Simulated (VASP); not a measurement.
Here is the system:

```
Pd
1.0
    0.00000     1.95460     1.95460
    1.95460     0.00000     1.95460
    1.95460     1.95460     0.00000
Pd
1
Direct
  0.00000   0.00000   0.00000
```

All values below come from rev-vdW-DF2, VASP's PBE PAW potentials (set 64) (plane waves; VASP). Run with 520 eV cut-off, 16×16×16 Γ-centred mesh, first-order Methfessel-Paxton smearing of 0.10 eV, potentials Pd.

Q: Predict the energy per atom (σ→0), band gap (on the k-mesh) with the smallest direct gap where there is one.

A: 
```json
{
 "band gap (on the k-mesh)": "none (metal, semimetal or under 0.01 eV)",
 "energy per atom (σ→0)": "-2.700 eV/atom"
}
```

The compound is Pd in the fcc structure. It was relaxed first.
